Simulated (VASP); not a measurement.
# RhN (F-43m) in VASP: a series of runs

Runs on RhN. Level: r2SCAN+U. Tasks: single point.

Program: VASP 6.6.1. These are calculated values, not measurements. Logs are shortened: lines on timing, memory, paths and dates and some standing lists are left out, and cuts for length are marked.

## 1. Starting point

The structure is cubic, space group F-43m (No. 216). Conventional cell: a = 4.862 Å, b = 4.862 Å, c = 4.862 Å, α = 90.00°, β = 90.00°, γ = 90.00°. Around Rh (site symmetry -43m) lie 4 N at 2.11 Å. N (site symmetry -43m) is surrounded by 4 Rh at 2.11 Å.

The cell comes from a database or a generator and needn't be the stable form of this composition.

## 2. Single point, r2SCAN+U, collinear spin, random start

Input file INCAR:

```
SYSTEM = RhN
PREC     = Accurate       ! precision mode
ENCUT    = 520            ! plane-wave cutoff, eV
EDIFF    = 1E-6           ! SCF threshold, eV
ISMEAR   = 0              ! smearing method
SIGMA    = 0.05           ! smearing width, eV
LREAL    = .False.        ! projectors in reciprocal space
LASPH    = .True.         ! aspherical terms in the spheres
NELM     = 100            ! most SCF steps
ALGO     = Normal         ! electronic algorithm
ISIF     = 2              ! what is computed and relaxed
LWAVE    = .False.        ! write WAVECAR
LCHARG   = .False.        ! write CHGCAR
ISPIN    = 2              ! spin polarisation
MAGMOM   = 0.05 0         ! initial moments
LORBIT   = 11             ! projections on sites
LMAXMIX  = 4              ! l up to which the mixer works
LDAU     = .True.         ! DFT+U
LDAUTYPE = 2            
LDAUL    = 2 -1           ! shell
LDAUU    = 5 0            ! U, eV
LDAUJ    = 0 0          
LDAUPRINT= 1            
METAGGA  = R2SCAN         ! meta-GGA
LMIXTAU  = .True.       
NBANDS   = 21             ! bands
```

Input file KPOINTS:

```
regular mesh
0
Gamma
  7 7 7
  0 0 0
```

Input file POSCAR:

```
RhN
1.0
    0.0000000000      2.4310503900      2.4310503900
    2.4310503900      0.0000000000      2.4310503900
    2.4310503900      2.4310503900      0.0000000000
Rh N
1 1
Direct
    0.0000000000      0.0000000000      0.0000000000
    0.2500000000      0.2500000000      0.2500000000
```

Potentials or basis: VASP PAW PBE potentials, release 64 (Rh_pv, N).

Started as:

```console
> cat potpaw_PBE.64/Rh_pv/POTCAR potpaw_PBE.64/N/POTCAR > POTCAR
> mpirun -np 1 vasp_std > vasp.out
```

OUTCAR:

```text
SYSTEM = RhN
   PREC = Accurate
   ENCUT = 520
   EDIFF = 1E-6
   ISMEAR = 0
   LREAL = .False.
   LASPH = .True.
   NELM = 100
   ISIF = 2
   ISPIN = 2
   LORBIT = 11
   METAGGA = R2SCAN

 ion  position               nearest neighbor table
   1  0.000  0.000  0.000-   2 2.11   2 2.11   2 2.11   2 2.11
   2  0.250  0.250  0.250-   1 2.11   1 2.11   1 2.11   1 2.11

  LATTYP: Found a face centered cubic cell.
 ALAT       =     4.8621007800

  Lattice vectors:

 A1 = (   0.0000000000,   2.4310503900,   2.4310503900)
 A2 = (   2.4310503900,   0.0000000000,   2.4310503900)
 A3 = (   2.4310503900,   2.4310503900,   0.0000000000)

Analysis of symmetry for initial positions (statically):
=====================================================================
 Subroutine PRICEL returns:
 Original cell was already a primitive cell.

 Routine SETGRP: Setting up the symmetry group for a
 face centered cubic supercell.

 Subroutine GETGRP returns: Found 24 space group operations
 (whereof 24 operations were pure point group operations)
 out of a pool of 48 trial point group operations.

The static configuration has the point symmetry T_d .

Analysis of symmetry for dynamics (positions and initial velocities):
=====================================================================
 Subroutine PRICEL returns:
 Original cell was already a primitive cell.

 Routine SETGRP: Setting up the symmetry group for a
 face centered cubic supercell.

 Subroutine GETGRP returns: Found 24 space group operations
 (whereof 24 operations were pure point group operations)
 out of a pool of 48 trial point group operations.

The dynamic configuration has the point symmetry T_d .

Analysis of structural, dynamic, and magnetic symmetry:
=====================================================================
 Subroutine PRICEL returns:
 Original cell was already a primitive cell.

 Routine SETGRP: Setting up the symmetry group for a
 face centered cubic supercell.

 Subroutine GETGRP returns: Found 24 space group operations
 (whereof 24 operations were pure point group operations)
 out of a pool of 48 trial point group operations.

The overall configuration has the point symmetry T_d .

 Subroutine INISYM returns: Found 24 space group operations
 (whereof 24 operations are pure point group operations),
 and found     1 'primitive' translations

----------------------------------------------------------------------------------------

                                     Primitive cell

  volume of cell :      28.7350

  direct lattice vectors                    reciprocal lattice vectors
     0.000000000  2.431050390  2.431050390    -0.205672413  0.205672413  0.205672413
     2.431050390  0.000000000  2.431050390     0.205672413 -0.205672413  0.205672413
     2.431050390  2.431050390  0.000000000     0.205672413  0.205672413 -0.205672413

  length of vectors
     3.438024432  3.438024432  3.438024432     0.356235069  0.356235069  0.356235069

  position of ions in fractional coordinates (direct lattice)
     0.000000000  0.000000000  0.000000000
     0.250000000  0.250000000  0.250000000

  ion indices of the primitive-cell ions
   primitive index   ion index
                 1           1
                 2           2

----------------------------------------------------------------------------------------

 KPOINTS: regular mesh

Automatic generation of k-mesh.
 Grid dimensions read from file:
 generate k-points for:    7    7    7

 Generating k-lattice:

  Cartesian coordinates                     Fractional coordinates (reciprocal lattice)
    -0.029381773  0.029381773  0.029381773     0.142857143  0.000000000  0.000000000
     0.029381773 -0.029381773  0.029381773     0.000000000  0.142857143  0.000000000
     0.029381773  0.029381773 -0.029381773     0.000000000  0.000000000  0.142857143

  Length of vectors
     0.050890724  0.050890724  0.050890724

  Shift w.r.t. Gamma in fractional coordinates (k-lattice)
     0.000000000  0.000000000  0.000000000

 Subroutine IBZKPT returns following result:
 ===========================================

 Found     20 irreducible k-points:

 Following reciprocal coordinates:
            Coordinates               Weight
[... 30 lines left out ...]
   ISTART =      0    job   : 0-new  1-cont  2-samecut
   ICHARG =      2    charge: 1-file 2-atom 10-const
   ISPIN  =      2    spin polarized calculation?
   LNONCOLLINEAR =      F non collinear calculations
   LSORBIT =      F    spin-orbit coupling
   LASPH  =      T    aspherical Exc in radial PAW
   ENCUT  =  520.0 eV  38.22 Ry    6.18 a.u.   6.39  6.39  6.39*2*pi/ulx,y,z
   NELM   =    100;   NELMIN=  2; NELMDL= -5     # of ELM steps
   EDIFF  = 0.1E-05   stopping-criterion for ELM
   LREAL  =      F    real-space projection
   EDIFFG = 0.1E-04   stopping-criterion for IOM
   NSW    =      0    number of steps for IOM
   IBRION =     -1    ionic relax: 0-MD 1-quasi-New 2-CG
   NFREE  =      0    steps in history (QN), initial steepest desc. (CG)
   ISIF   =      2    stress and relaxation
   ISYM   =      2    0-nonsym 1-usesym 2-fastsym
   POTIM  = 0.5000    time-step for ionic-motion
   TEBEG  =    0.0;   TEEND  =   0.0 temperature during run
   PSTRESS=    0.0 pullay stress
   NELECT =      20.0000    total number of electrons
   NUPDOWN=      -1.0000    fix difference up-down
   EMIN   =  10.00;   EMAX   =-10.00  energy-range for DOS
   EFERMI =   0.00;   METHOD = LEGACY
   ISMEAR =     0;   SIGMA  =   0.05  broadening in eV -4-tet -1-fermi 0-gaus
   EFERMI_NEDOS =   21; number of points for ismear=-14 and -15
   IALGO  =     38    algorithm
   IMIX   =      4    mixing-type and parameters
     AMIX     =   0.40;   BMIX     =  1.00
     AMIX_MAG =   1.60;   BMIX_MAG =  1.00
  volume/ion in A,a.u.               =      14.37        96.96
  Fermi-wavevector in a.u.,A,eV,Ry     =   1.450822  2.741656 28.638701  2.104885
  Thomas-Fermi vector in A             =   2.568390
   LORBIT       =     11    0 simple, 1 ext, 2 COOP (PROOUT), +10 PAW based schemes
 LDA+U is selected, type is set to LDAUTYPE =  2
   angular momentum for each species LDAUL =     2   -1
   U (eV)           for each species LDAUU =   5.0  0.0
   J (eV)           for each species LDAUJ =   0.0  0.0
   METAGGA = R2SCAN    functional components
   LHFCALC =     F    Hartree Fock is set to
   AEXX    =    0.0000 exact exchange contribution
   IVDW    =     0    specifies the selected vdW correction
   LEPSILON=     F    determine dielectric tensor
   LRPA    =     F    only Hartree local field effects (RPA)
 spin polarized calculation
 Gauss-broadening in eV      SIGMA  =   0.05
  energy-cutoff  :      520.00
  volume of cell :       28.74
 maximum number of plane-waves:       785
 NGX is ok and might be reduce to    28
   NGX = 13   NGY = 13   NGZ = 13

 number of electron      20.0000004 magnetization      -0.0009109

atom =   1  type =  1  l = 2

 onsite density matrix

spin component  1

  0.6226  0.0000 -0.0000 -0.0000 -0.0000
  0.0000  0.6226  0.0000 -0.0000 -0.0000
 -0.0000  0.0000  0.8761  0.0000 -0.0000
 -0.0000 -0.0000  0.0000  0.6226  0.0000
 -0.0000 -0.0000 -0.0000  0.0000  0.8761

spin component  2

  0.6226  0.0000 -0.0000 -0.0000 -0.0000
  0.0000  0.6226  0.0000 -0.0000 -0.0000
 -0.0000  0.0000  0.8761  0.0000 -0.0000
 -0.0000 -0.0000  0.0000  0.6226  0.0000
 -0.0000 -0.0000 -0.0000  0.0000  0.8761

 occupancies and eigenvectors

  o =  0.6226  v =  0.0000  0.0000  0.0000  0.0000  0.0000  0.0000 -0.8677 -0.0000  0.4971 -0.0000      0.0000  0.0000  0.0000  0.0000  0.0000  0.0000  0.0000  0.0000  0.0000  0.0000
  o =  0.6226  v =  0.0000  0.0000  0.0000  0.0000  0.0000  1.0000  0.0000  0.0000  0.0000  0.0000      0.0000  0.0000  0.0000  0.0000  0.0000  0.0000  0.0000  0.0000  0.0000  0.0000
  o =  0.6226  v =  0.0000  0.0000  0.0000  0.0000  0.0000  0.0000  0.4971 -0.0000  0.8677  0.0000      0.0000  0.0000  0.0000  0.0000  0.0000  0.0000  0.0000  0.0000  0.0000  0.0000
  o =  0.6226  v =  1.0000  0.0000  0.0000  0.0000  0.0000  0.0000  0.0000  0.0000  0.0000  0.0000      0.0000  0.0000  0.0000  0.0000  0.0000  0.0000  0.0000  0.0000  0.0000  0.0000
  o =  0.6226  v =  0.0000 -0.0737  0.0000 -0.9973  0.0000  0.0000  0.0000  0.0000  0.0000  0.0000      0.0000  0.0000  0.0000  0.0000  0.0000  0.0000  0.0000  0.0000  0.0000  0.0000
  o =  0.6226  v =  0.0000  0.9973  0.0000 -0.0737  0.0000  0.0000  0.0000  0.0000  0.0000  0.0000      0.0000  0.0000  0.0000  0.0000  0.0000  0.0000  0.0000  0.0000  0.0000  0.0000
  o =  0.8761  v =  0.0000  0.0000  0.0000  0.0000  0.0000  0.0000  0.0000 -0.6281 -0.0000 -0.7781      0.0000  0.0000  0.0000  0.0000  0.0000  0.0000  0.0000  0.0000  0.0000  0.0000
  o =  0.8761  v =  0.0000  0.0000  0.0000  0.0000  0.0000  0.0000  0.0000 -0.7781 -0.0000  0.6281      0.0000  0.0000  0.0000  0.0000  0.0000  0.0000  0.0000  0.0000  0.0000  0.0000
  o =  0.8761  v =  0.0000 -0.0000  0.3075  0.0000  0.9516  0.0000  0.0000  0.0000  0.0000  0.0000      0.0000  0.0000  0.0000  0.0000  0.0000  0.0000  0.0000  0.0000  0.0000  0.0000
  o =  0.8761  v =  0.0000  0.0000 -0.9516 -0.0000  0.3075  0.0000  0.0000  0.0000  0.0000  0.0000      0.0000  0.0000  0.0000  0.0000  0.0000  0.0000  0.0000  0.0000  0.0000  0.0000

 number of electron      20.0000004 magnetization       0.0003374

 Free energy of the ion-electron system (eV)
  ---------------------------------------------------
  ext. energy  EPLUGINS =         0.00000000
  ---------------------------------------------------
  free energy    TOTEN  =       -27.15479516 eV

  energy without entropy =      -27.15077311  energy(sigma->0) =      -27.15278414

 E-fermi :   6.0053     XC(G=0): -11.9952

 val. band max:        6.0034222725   @ k =   0.4286   0.4286   0.0000
 cond. band min:       6.0181345391   @ k =  -0.4286   0.4286   0.0000
 fundamental gap:      0.0147122666
 Fermi energy:         6.0052784987

 spin component 1

 k-point     1 :       0.0000    0.0000    0.0000
  band No.  band energies     occupation
      1     -41.7845      1.00000
      2     -41.7845      1.00000
      3     -41.7845      1.00000
      4     -10.2637      1.00000
      5      -0.0188      1.00000
      6      -0.0188      1.00000
[... 469 lines left out ...]
     20      28.3048      0.00000
     21      28.5671      0.00000
 Fermi energy:         6.0052784987

 spin component 2

 k-point     1 :       0.0000    0.0000    0.0000
  band No.  band energies     occupation
      1     -41.7844      1.00000
      2     -41.7844      1.00000
      3     -41.7844      1.00000
      4     -10.2633      1.00000
      5      -0.0185      1.00000
      6      -0.0185      1.00000
[... 469 lines left out ...]
     20      28.3050      0.00000
     21      28.5673      0.00000

------------------------ aborting loop because EDIFF is reached ----------------------------------------

  FORCE on cell =-STRESS in cart. coord.  units (eV):
  Direction    XX          YY          ZZ          XY          YZ          ZX
  --------------------------------------------------------------------------------------
  -------------------------------------------------------------------------------------
  Total       -5.3638217     -5.3638217     -5.3638217      0.0000000      0.0000000      0.0000000
  in kB     -299.0701282   -299.0701282   -299.0701282      0.0000000      0.0000000      0.0000000
  external PRESSURE =    -299.0701282 kB  Pullay stress =       0.0000000 kB

 VOLUME and BASIS-vectors are now :
 -----------------------------------------------------------------------------
  energy-cutoff  :      520.00
  volume of cell :       28.74
      direct lattice vectors                 reciprocal lattice vectors
     0.000000000  2.431050390  2.431050390    -0.205672413  0.205672413  0.205672413
     2.431050390  0.000000000  2.431050390     0.205672413 -0.205672413  0.205672413
     2.431050390  2.431050390  0.000000000     0.205672413  0.205672413 -0.205672413

 POSITION                                       TOTAL-FORCE (eV/Angst)
 -----------------------------------------------------------------------------------
      0.00000      0.00000      0.00000        -0.000000     -0.000000     -0.000000
      1.21553      1.21553      1.21553         0.000000      0.000000      0.000000
 -----------------------------------------------------------------------------------
    total drift:                                0.000001      0.000001      0.000001

  FREE ENERGIE OF THE ION-ELECTRON SYSTEM (eV)
  ---------------------------------------------------
  free  energy   TOTEN  =       -27.1547951626 eV

  energy  without entropy=      -27.1507731144  energy(sigma->0) =      -27.15278414

 total charge

# of ion       s       p       d       tot
------------------------------------------
    1        0.314   6.204   7.192  13.710
    2        1.288   2.232   0.000   3.520
--------------------------------------------------
tot          1.601   8.436   7.192  17.230

 magnetization (x)

# of ion       s       p       d       tot
------------------------------------------
    1       -0.000   0.000   0.000   0.000
    2        0.000   0.000   0.000   0.000
--------------------------------------------------
tot          0.000   0.000   0.000   0.000
```

Wall time 2.3 min (1 thread of Intel Xeon Platinum 8259CL at 2.50GHz (Skylake/Cascade Lake), shared host); peak memory 0.19 GiB.

Results:

```
Free energy                                           : -27.1548 eV
Pressure                                              : -29.9 GPa
Band gap on the k mesh                                : none (metal or under the smearing width)
Net moment                                            : 0.00 μB per cell
Valence electrons inside the program's atomic spheres : Rh 13.71; N 3.52
```

Eigenvalues of the final occupation matrices:
| site | spin | trace | eigenvalues |
| --- | --- | --- | --- |
| site 1 d | 1 | 3.62 | 0.62 0.62 0.62 0.88 0.88 |
| site 1 d | 2 | 3.62 | 0.62 0.62 0.62 0.88 0.88 |

Caveat: a pressure of tens of GPa on the cell as given is suspect, and the run, the potentials or the cell itself is likely at fault; the PAW data sets were made with another functional, which shifts forces and pressure a little.

## 3. Single point, r2SCAN+U, collinear spin, ferromagnetic start

Input file INCAR:

```
SYSTEM = RhN
ALGO = Normal ; EDIFF = 1E-6
ENCUT = 520 ; ISIF = 2
ISMEAR = 0 ; ISPIN = 2
LASPH = .TRUE. ; LCHARG = .FALSE.
LDAU = .TRUE. ; LDAUJ = 0 0
LDAUL = 2 -1 ; LDAUPRINT = 1
LDAUTYPE = 2 ; LDAUU = 5 0
LMAXMIX = 4 ; LMIXTAU = .TRUE.
LORBIT = 11 ; LREAL = .FALSE.
LWAVE = .FALSE. ; MAGMOM = 0.6 0
METAGGA = R2SCAN ; NBANDS = 21
NELM = 100 ; NUPDOWN = 1
PREC = Accurate ; SIGMA = 0.05
```

Input file KPOINTS:

```
k-points
0
G
  7 7 7
  0 0 0
```

POSCAR is that of step 2.

Potentials or basis: VASP PAW PBE potentials, release 64 (Rh_pv, N).

Started as:

```console
> cat potpaw_PBE.64/Rh_pv/POTCAR potpaw_PBE.64/N/POTCAR > POTCAR
> mpirun -np 1 vasp_std > vasp.out
```

Wall time 2 min (1 thread of Intel Xeon Platinum 8259CL at 2.50GHz (Skylake/Cascade Lake), shared host); peak memory 0.19 GiB.

It converged, with:

```yaml
Free_energy: -27.4118 eV
Pressure: -21.7 GPa
Net_moment: 1.00 μB per cell
Site_moments: Rh +1.27; N -0.21 μB
Valence_electrons_inside_the_program's_atomic_spheres: Rh 13.64; N 3.55
```

Eigenvalues of the final occupation matrices:
```csv
site,spin,trace,eigenvalues
site 1 d,1,4.19,0.81 0.81 0.81 0.88 0.88
site 1 d,2,2.95,0.38 0.38 0.38 0.91 0.91
```

Caveat: the PAW data sets were made with another functional, which shifts forces and pressure a little; the total moment is fixed, so each spin has its own Fermi level. The state reached can hang on the start; a lower one may exist.
